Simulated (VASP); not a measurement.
Output of a VASP run:

OSZICAR:
```
       N       E                     dE             d eps       ncg     rms          rms(c)
DAV:   1     0.514892070424E+02    0.51489E+02   -0.26710E+03   464   0.654E+02
DAV:   2     0.331027304266E+01   -0.48179E+02   -0.47608E+02   632   0.115E+02
DAV:   3    -0.791206987971E+00   -0.41015E+01   -0.41002E+01   472   0.419E+01
DAV:   4    -0.843130118213E+00   -0.51923E-01   -0.51918E-01   856   0.576E+00
DAV:   5    -0.843140013935E+00   -0.98957E-05   -0.98957E-05   600   0.734E-02    0.130E-01
DAV:   6    -0.843630960257E+00   -0.49095E-03   -0.14078E-03   760   0.216E-01    0.882E-02
DAV:   7    -0.844555530910E+00   -0.92457E-03   -0.35589E-03   608   0.355E-01    0.366E-02
DAV:   8    -0.844654421725E+00   -0.98891E-04   -0.13476E-04   648   0.892E-02    0.394E-03
DAV:   9    -0.844655832082E+00   -0.14104E-05   -0.27321E-06   816   0.100E-02    0.258E-03
DAV:  10    -0.844655150354E+00    0.68173E-06   -0.76235E-07   640   0.481E-03
   1 F= -.84465515E+00 E0= -.84369122E+00  d E =-.844655E+00
```

File OUTCAR:
```
------------------------ aborting loop because EDIFF is reached ----------------------------------------
  FORCE on cell =-STRESS in cart. coord.  units (eV):
  Direction    XX          YY          ZZ          XY          YZ          ZX
  --------------------------------------------------------------------------------------
  Total        0.0063849      0.0063849      0.0063849      0.0000000      0.0000000     -0.0000000
  in kB        0.0881131      0.0881131      0.0881131      0.0000000      0.0000000     -0.0000000
  external PRESSURE =       0.0881131 kB  Pullay stress =       0.0000000 kB
  volume of cell :      116.10
      direct lattice vectors                 reciprocal lattice vectors
    -3.073185370  3.073185370  3.073185370     0.000000000  0.162697638  0.162697638
     3.073185370 -3.073185370  3.073185370     0.162697638  0.000000000  0.162697638
     3.073185370  3.073185370 -3.073185370     0.162697638  0.162697638  0.000000000
 POSITION                                       TOTAL-FORCE (eV/Angst)
 -----------------------------------------------------------------------------------
      0.00000      0.00000      0.00000        -0.000000      0.000000      0.000000
 -----------------------------------------------------------------------------------
    total drift:                               -0.000000      0.000000      0.000000
  FREE ENERGIE OF THE ION-ELECTRON SYSTEM (eV)
  ---------------------------------------------------
  free  energy   TOTEN  =        -0.8446551504 eV

  energy  without entropy=       -0.8417633632  energy(sigma->0) =       -0.84369122

 reached required accuracy - stopping structural energy minimisation
```
(Selected blocks of OUTCAR.)

File POSCAR:
```
Cs
1
   -3.0731853703     3.0731853703     3.0731853703
    3.0731853703    -3.0731853703     3.0731853703
    3.0731853703     3.0731853703    -3.0731853703
Cs
1
Direct
  0.0000000000   0.0000000000   0.0000000000
```

Problem. Reconstruct the remaining input files.

Solution. One answer among several that fit: the input of the run itself, PBE GGA, plane waves, VASP's PBE PAW potentials (set 64).

### KPOINTS
```
Automatic mesh
0
Gamma
8 8 8
0 0 0
```

**INCAR**
```
ALGO=Normal
EDIFF=1E-6
EDIFFG=-0.01
ENCUT=400
GGA=PE
IBRION=2
ISIF=3
ISMEAR=1
LASPH=T
LCHARG=F
LMAXMIX=4
LREAL=F
LWAVE=F
NELM=100
NSW=60
PREC=Accurate
SIGMA=0.1
SYSTEM=Cs
```

POTCAR, in this order: Cs_sv (PBE.64 set). Program: vasp_std.

The compound is Cs in the bcc structure. It was relaxed first. The start is the result of an earlier pass.
